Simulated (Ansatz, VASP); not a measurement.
# CsIn in two plane-wave programs, part 2 of 2

Aim: how closely do two programs agree when they are given the same cell, functional and k mesh? The cell is generated by rule, not measured, and may not be a known phase. The cell is taken from a series of runs on this material, whose earlier steps may have relaxed, scaled, displaced or heated it; both programs get it as it stands.

VASP 6.6.1 and Ansatz 0.2.0.

So far: Set-up; VASP: zone-centre phonons, PBEsol.

The structure was built from a prototype and need not be the compound's stable phase.

### 3. Ansatz: zone-centre phonons, PBEsol

Level of this step: Ansatz beside VASP: Kohn-Sham DFT, plane waves, PBEsol (Ansatz).

Ansatz runs on its default PAW (the set named soft_2) files.

The same cell, functional, mesh and smearing now go to Ansatz, which takes its cutoff from its data sets.

input.yaml

```yaml
crystal:
  lattice:
    - [4.0670301751, 0.0, 0.0]
    - [0.0, 4.0670301751, 0.0]
    - [0.0, 0.0, 11.4716058889]
  atoms:
    - { symbol: Cs, position: [0.0, 0.5, 0.2875968563] }
    - { symbol: Cs, position: [0.5, 0.0, 0.7124031437] }
    - { symbol: In, position: [0.0, 0.5, 0.9424646364] }
    - { symbol: In, position: [0.5, 0.0, 0.0575353636] }
kpoints:
  mp_grid: { grid: [10, 10, 4] }
hamiltonian:
  xc: pbesol
scf:
  occupations: { method: methfessel_paxton, width: 0.15 }
output:
  eigenvalues: true
phonons:
  method: dfpt
```

Launch:

```sh
ansatz run input.yaml --threads 4 --pin off --max-ram 7168MiB --backend cpu --events-out ev --progress --plain --runs-dir out
```

Numbers of over 12 decimals in the logs are rounded to 6 here.

The log of the run:

```text
zone centre: on kpoints.mp_grid the ground state, and the responses unless they are solved on pairs of k-points, stand on 108 of the mesh's 400 k-points, reduced under 4 symmetry operations, with k and −k counted as one. Each operation leaves every solved displacement unchanged or reverses it
Engine: ansatz 0.2.0, aarch64-unknown-linux-gnu
Pseudopotentials: kind: paw
Pseudopotential: Cs, paw, valence charge 9, recommended cutoff 420 eV (normal), Cs.paw.azcp
Pseudopotential: In, paw, valence charge 13, recommended cutoff 420 eV (normal), In.paw.azcp
Functional definition: PBEsol
  exchange = pbesol_x
  correlation = pbesol_c
Crystal: 4 atoms, lattice volume = 189.749 Å³
Basis set: ecut = 420 eV, 3719 PW (Γ), exchange–correlation on 60×60×160 points (8 copies of the dense FFT grid, shifted against one another)
Bands: 27, of which v1, the nominal top of the filled ones, is band 22 counted from 1 (21 counted from 0)
Symmetry: 16 space group operations
k-points: 108 of 400 (irreducible under 4 space group operations, time reversal used)
Non-local potential: Cs, projectors of the file, l = 0: 3, l = 1: 2, l = 2: 2, l = 3: 2
Non-local potential: In, projectors of the file, l = 0: 2, l = 1: 2, l = 2: 2, l = 3: 2
PAW form: soft (Blöchl's): semilocal exchange-correlation on the pseudo side does not see the compensation charge
PAW frozen core: Cs, regenerated for the run's functional, and the local potential with it (the file was generated under x = pbe(κ = 0.804, μ = 0.219515), c = pbe(β = 0.066725))
PAW frozen core: In, regenerated for the run's functional, and the local potential with it (the file was generated under x = pbe(κ = 0.804, μ = 0.219515), c = pbe(β = 0.066725))
PAW one-centre angular grid: Cs, 194 points (default); XC on 64 Gauss nodes
PAW one-centre angular grid: In, 590 points (default); XC on 64 Gauss nodes
Initial density: superposition of atomic densities (neutral atoms: chi_scale 0, normalization atom), corrected by the library's trained network
Initial wavefunctions: pseudopotential atomic-orbital guess
Functional: x = pbesol(κ = 0.804, μ = 0.123457), c = pbesol(β = 0.046)
SCF iter   1: F=—  HF=-22222.418186 eV  |F-HF|=—  |Δ(HF+E_count)|=         —  Δρ=2.41e-3  dr2=1.23e-1  ethr=1.77e-3  ⟨swp⟩=7.7  Hψ=13832  notcnv=0
preconditioner: auto → Kerker (q_TF=auto, 2.138 Å⁻¹)  [metal: Δε(μ)=0.027 eV  Ē_g=12.176 eV  σ=0.150 eV  W_gap=0.15  n_scr=26 (ndim 8)  ℏωp=17.0 eV  f_vac=0.000  D(μ)=4.15/eV (n_scr^D=26)]
SCF iter   2: F=—  HF=-22222.410542 eV  |F-HF|=—  |Δ(HF+E_count)|=   7.64e-3  S|Δr|=    0.00e0  Δρ=1.67e-3  dr2=5.49e-2  ethr=2.79e-4  ⟨swp⟩=1.0  Hψ=3786  notcnv=0
SCF iter   3: F=—  HF=-22222.406633 eV  |F-HF|=—  |Δ(HF+E_count)|=   3.91e-3  S|Δr|=    0.00e0  Δρ=8.22e-4  dr2=3.44e-3  ethr=1.25e-4  ⟨swp⟩=1.4  Hψ=2950  notcnv=0
SCF iter   4: F=—  HF=-22222.406348 eV  |F-HF|=—  |Δ(HF+E_count)|=   2.84e-4  S|Δr|=    0.00e0  Δρ=4.06e-4  dr2=5.60e-4  ethr=7.82e-6  ⟨swp⟩=1.9  Hψ=4195  notcnv=0
SCF iter   5: F=—  HF=-22222.406318 eV  |F-HF|=—  |Δ(HF+E_count)|=   3.02e-5  S|Δr|=    0.00e0  Δρ=2.09e-4  dr2=1.07e-4  ethr=1.27e-6  ⟨swp⟩=2.0  Hψ=4840  notcnv=0
SCF iter   6: F=—  HF=-22222.406297 eV  |F-HF|=—  |Δ(HF+E_count)|=   2.17e-5  S|Δr|=    0.00e0  Δρ=9.54e-5  dr2=2.56e-5  ethr=2.43e-7  ⟨swp⟩=2.5  Hψ=5165  notcnv=0
SCF iter   7: F=—  HF=-22222.406293 eV  |F-HF|=—  |Δ(HF+E_count)|=   3.50e-6  S|Δr|=    0.00e0  Δρ=3.64e-5  dr2=3.02e-6  ethr=5.82e-8  ⟨swp⟩=2.9  Hψ=5261  notcnv=0
SCF iter   8: F=—  HF=-22222.406293 eV  |F-HF|=—  |Δ(HF+E_count)|=   4.66e-7  S|Δr|=    0.00e0  Δρ=8.81e-6  dr2=1.66e-7  ethr=6.87e-9  ⟨swp⟩=2.1  Hψ=5088  notcnv=0
SCF iter   9: F=—  HF=-22222.406293 eV  |F-HF|=—  |Δ(HF+E_count)|=   8.23e-9  S|Δr|=    0.00e0  Δρ=2.20e-6  dr2=1.59e-8  ethr=3.78e-10  ⟨swp⟩=2.0  Hψ=5089  notcnv=0
SCF iter  10: F=—  HF=-22222.406293 eV  |F-HF|=—  |Δ(HF+E_count)|=   2.70e-9  S|Δr|=    0.00e0  Δρ=5.77e-7  dr2=1.24e-9  ethr=3.61e-11  ⟨swp⟩=2.6  Hψ=5157  notcnv=0
SCF iter  11: F=—  HF=-22222.406293 eV  |F-HF|=—  |Δ(HF+E_count)|=  1.02e-10  S|Δr|=    0.00e0  Δρ=2.19e-7  dr2=1.84e-10  ethr=2.83e-12  ⟨swp⟩=2.0  Hψ=5084  notcnv=0
SCF iter  12: F=—  HF=-22222.406293 eV  |F-HF|=—  |Δ(HF+E_count)|=  2.18e-11  S|Δr|=    0.00e0  Δρ=5.94e-8  dr2=3.08e-11  ethr=1.00e-12  ⟨swp⟩=2.4  Hψ=5156  notcnv=0
SCF iter  13: F=-22222.406293 eV  HF=-22222.406293 eV  |F-HF|=1.09e-11  |Δ(HF+E_count)|=  1.82e-11  S|Δr|=    0.00e0  Δρ=2.29e-8  dr2=6.11e-12  ethr=1.00e-12  ⟨swp⟩=6.8  Hψ=12488  notcnv=0
SCF 1 converged in 13 iterations: F = -22222.406293 eV  dr2 = 6.11e-12
  greatest PAW one-centre occupation: 0.981 electrons in one spin orbital (limit 2), on the In atom at site 3 (counted from 0), in its partial waves of l = 2
DFPT response loops at Γ: preconditioner auto → Kerker (q_TF=auto, 2.138 Å⁻¹) (partly filled bands, converged f_vac=0.039); β = 1.00, the filter's whole step (`scf.mixing.beta` (0.50) is not read by the response loops under this deck's `scf.mixing.preconditioner`; to damp them name `kerker` or `kerker_dos`, under which they read `scf.mixing.beta`, and type it under 1.00, their step now; both keys bind the ground state too); Broyden in place of MSR1
SCF converged after 13 iterations
Stability not checked: this state was not tested for a lower state beside it, because cold or Methfessel-Paxton smearing, or corrected tetrahedra, fill the levels in a way that the test cannot read (fill_not_monotonic; see scf.lower_state_search)
Free energy (F): -22222.406293 eV
Harris-Foulkes:  -22222.406293 eV  (|F-HF|=1.09e-11)
Internal energy: -22222.397295 eV  (E = F + TS)
E sigma→0 (E₀):  -22222.404043 eV
Entropy (-TS):   -0.008998 eV (-2.249 meV/atom)
Fermi energy:    6.051487 eV
Step filling:    the computed levels leave a gap of 0.0000 eV = 0.0 smearing widths at the electron count; against every level under it full and every level over it empty, smearing changes F+E_penalty+E_count by -1.599 meV and its σ→0 estimate by +0.650 meV
--- Per-component energies (eV) ---
  E_band       = -256.916021
  E_kinetic    = 768.125410
  E_local      = -5385.984844  (includes V_loc(G=0)·N_el)
  E_nonlocal   = 796.799318
  E_hartree    = 2328.476856
  E_xc         = -772.793824
  E_vxc        = -452.300301  (∫ρ·V_xc dr)
  E_paw        = -18129.655407  (= ΣΔE_a)
  E_vpaw       = -640.509226  (= ΣTr[D̂ρ^β])
  E_aug_tail   = 0.000048  (compensation charges beyond the density's cutoff)
  E_ewald      = -1828.124977
  E_core_change = 0.760125  (= ΣΔE_core)
  E_smearing   = -0.008998  (= −TS)
  E_closure    = 0.000000  (closes the sum)
  Σ components = -22222.406293   (vs F -22222.406293, Δ=0.00e0)
--- Band table (eV; the first three rows and the last of 108) ---
  k-point 0: bands = [... 18 lower, -1.3804, 2.8670, 4.8011, 6.6956, 6.8207, 7.3945, 7.3945, 7.6964, ... 1 higher]
  k-point 1: bands = [... 18 lower, -1.3700, 2.8106, 5.0022, 6.1057, 7.3242, 7.3983, 7.3983, 7.7093, ... 1 higher]
  k-point 2: bands = [... 18 lower, -1.3595, 2.7583, 5.4282, 5.5544, 7.4022, 7.4022, 7.5587, 7.7264, ... 1 higher]
  k-point 107: bands = [... 18 lower, 2.3211, 2.3211, 4.0083, 4.0083, 5.9345, 5.9345, 7.2992, 7.2992, ... 1 higher]
--- Phonons (Γ-DFPT): 4 representative perturbations + reference, on 108 of 400 k-points (Σ response iterations 13) ---
  k mesh reduced under 4 symmetry operations, with k and −k counted as one. Each operation leaves every solved displacement unchanged or reverses it
  ASR residual: 1.340e-4 → 0.000e0 eV/Å²; symmetrization residual: 5.529e-5 eV/Å²
  ASR residual per site (eV/Å²): 3.47e-5 3.47e-5 1.34e-4 1.34e-4
  Γ frequencies (cm⁻¹): 0.00 0.00 0.00 24.51 24.51 42.35 42.35 53.15 65.75 73.15 82.42 82.42
  non-analytic LO–TO correction: not included (Born effective charges unavailable; polar crystals: no LO–TO splitting at Γ)
```

### 4. Comparison

Known differences besides the potentials themselves: the cutoff is 420 eV in Ansatz and 500 eV in VASP; Ansatz makes its cores anew for this functional, VASP keeps those of its PBE data sets. Total energies have different zeros and are not compared.

The two programs side by side:

| quantity | Ansatz | VASP | difference |
| --- | --- | --- | --- |
| optical mode 1 to 2 (cm⁻¹) | 24.5 | 25.1 | -0.6 |
| optical mode 3 to 4 (cm⁻¹) | 42.4 | 42.0 | +0.4 |
| optical mode 5 (cm⁻¹) | 53.1 | 53.3 | -0.25 % |
| optical mode 6 (cm⁻¹) | 65.8 | 66.0 | -0.33 % |
| optical mode 7 (cm⁻¹) | 73.2 | 74.0 | -1.10 % |
| optical mode 8 to 9 (cm⁻¹) | 82.4 | 82.8 | -0.42 % |

Modes are paired by rising frequency, not by their patterns, so a pair may set unlike modes beside each other; they are those without the splitting of longitudinal modes.

### 5. Outcome

```
r.m.s. difference of the optical zone-centre modes, each program's sorted by frequency (zone-centre phonons, PBEsol) : 0.47 cm⁻¹
difference in optical mode 7 (zone-centre phonons, PBEsol)                                                           : -1.1 %
```

What this shows: The r.m.s. difference of the optical zone-centre modes, each program's sorted by frequency is 0.47 cm⁻¹ (zone-centre phonons, PBEsol). Among the rows given in per cent, the largest difference of the zone-centre phonons, PBEsol pair is in optical mode 7, -1.1 %. Such differences can come from data sets, numerical settings and the points named under the comparisons, not from the functional's error against experiment.

[Lines on the potential files, build, host, timing and source positions are cut from VASP's logs without a mark.]

[Logs are printed without paths, hosts, clocks, repeated set-up lines and the standing remarks that a program may print on its own settings, such as how far it seeks lower states.]

[Hosts, paths, dates, database ids (printed as entryN), source tags and the programs' standing remarks are cut or masked in the printed files.]
